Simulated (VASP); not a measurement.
An input for Quantum ESPRESSO's pw.x (written as the equivalent of a VASP run, and not itself run):

```
&CONTROL
  calculation = 'vc-relax'
  pseudo_dir = './pseudo'
  outdir = './out'
  tprnfor = .true.
  tstress = .true.
  nstep = 30
  forc_conv_thr = 0.00039
/
&SYSTEM
  ibrav = 0
  nat = 6
  ntyp = 2
  ecutwfc = 84
  occupations = 'smearing'
  smearing = 'gaussian'
  degauss = 0.003675
  input_dft = 'vdw-df-ob86'
/
&ELECTRONS
  conv_thr = 7.3e-09
  electron_maxstep = 100
/
&IONS
/
&CELL
  cell_dofree = 'shape'
/
ATOMIC_SPECIES
  Si 28.085 Si.upf
  O 15.999 O.upf
CELL_PARAMETERS angstrom
     4.1194127    0.0000000    0.0000000
     0.0000000    4.1194127    0.0000000
     0.0000000    0.0000000    2.6400836
ATOMIC_POSITIONS crystal
  Si   0.0000000  0.0000000  0.0000000
  Si   0.5000000  0.5000000  0.5000000
  O    0.3059451  0.3059451  1.0000000
  O    0.8059451  0.1940549  0.5000000
  O    0.1940549  0.8059451  0.5000000
  O    0.6940549  0.6940549  0.0000000
K_POINTS automatic
  5 5 8 0 0 0
```

Task: Write the VASP files for the same calculation (optB86b-vdW).

Result: This is not unique; one that fits is 
**POSCAR**
```
SiO2
1
    4.1194127368     0.0000000000     0.0000000000
    0.0000000000     4.1194127368     0.0000000000
    0.0000000000     0.0000000000     2.6400836261
Si O
2 4
Direct
  0.0000000000   0.0000000000   0.0000000000
  0.5000000000   0.5000000000   0.5000000000
  0.3059451370   0.3059451370   1.0000000000
  0.8059451370   0.1940548630   0.5000000000
  0.1940548630   0.8059451370   0.5000000000
  0.6940548630   0.6940548630   0.0000000000
```

### INCAR
```
! general
SYSTEM    =  SiO2
PREC      =  Accurate
ENCUT     =  520   ! plane-wave cut-off (eV)
LREAL     =  .FALSE.   ! projection in real space or not
LASPH     =  .TRUE.

! electronic loop
EDIFF     =  1E-7   ! SCF stop (eV)
NELM      =  100
ALGO      =  Normal   ! blocked Davidson

! smearing
ISMEAR    =  0   ! Gaussian
SIGMA     =  0.05   ! width (eV)

! functional
GGA       =  MK
LUSE_VDW  =  .TRUE.
AGGAC     =  0.0
PARAM1    =  0.1234
PARAM2    =  1.0

! ions
IBRION    =  2
NSW       =  30   ! most ionic steps
ISIF      =  4
EDIFFG    =  -0.01

! output
LWAVE     =  .FALSE.
LCHARG    =  .FALSE.
```

File KPOINTS:
```
Automatic mesh
0
Gamma
5 5 8
0 0 0
```

POTCAR, in this order: Si O (PBE.64 set). Program: vasp_std.

What does not carry over: the potentials are each code's own (VASP's PAW set, PseudoDojo norm-conserving files in pw.x), so ENCUT and ecutwfc are chosen apart and not converted; conv_thr bounds pw.x's estimated SCF error, while EDIFF bounds the energy change between steps; forc_conv_thr acts on force components and is met together with etot_conv_thr.

The compound is SiO2 in the rutile structure, stishovite, a high-pressure form. This cell is one point of a volume scan, at 0.94 of the reference volume. Symmetry was kept, so distortions that lower it aren't found.
